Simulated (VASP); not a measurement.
Set up this calculation in VASP 6.6.1, as the native input.

```yaml
Task: single point
Functional: PBE
Potentials_or_basis: VASP PAW PBE potentials, release 64 (In_d, As)
Cutoff: 520 eV
k_mesh: 12 × 12 × 12
Occupations: gaussian, width 0.1 eV
Spin: no spin polarisation
Dipole_correction: no
Further_INCAR_settings: ALGO = Normal; EDIFF = 1e-07; NBANDS = 16
```

The structure of InAs lies in POSCAR:

```
InAs
1.0
    0.0000000000      3.0941977856      3.0941977856
    3.0941977856      0.0000000000      3.0941977856
    3.0941977856      3.0941977856      0.0000000000
In As
1 1
Direct
    0.0000000000      0.0000000000      0.0000000000
    0.2500000000      0.2500000000      0.2500000000
```

These files were run (other wordings do the same):

INCAR

```
PREC     = Accurate       # precision mode
ENCUT    = 520            # plane-wave cutoff, eV
EDIFF    = 1E-7           # SCF threshold, eV
ISMEAR   = 0              # smearing method
SIGMA    = 0.1            # smearing width, eV
LREAL    = False          # projectors in reciprocal space
LASPH    = True           # aspherical terms in the spheres
NELM     = 100            # most SCF steps
ALGO     = Normal         # electronic algorithm
ISIF     = 2              # what is computed and relaxed
LWAVE    = False          # write WAVECAR
LCHARG   = False          # write CHGCAR
GGA      = PE             # functional
NBANDS   = 16             # bands
```

KPOINTS

```
Automatic mesh
0
Gamma
  12 12 12
```

Potentials or basis: VASP PAW PBE potentials, release 64 (In_d, As).

The run is started by

```console
$ cat potpaw_PBE.64/In_d/POTCAR potpaw_PBE.64/As/POTCAR > POTCAR
$ mpirun -np 1 vasp_std > vasp.out
```

It gave:

- Pressure: 0.0 GPa
- Band gap on the k mesh: none (metal or under the smearing width)

Wall time 36 s on 1 thread of Intel(R) Xeon(R) 6975P-C (Granite Rapids), with other jobs on the host, peak memory 0.24 GiB.
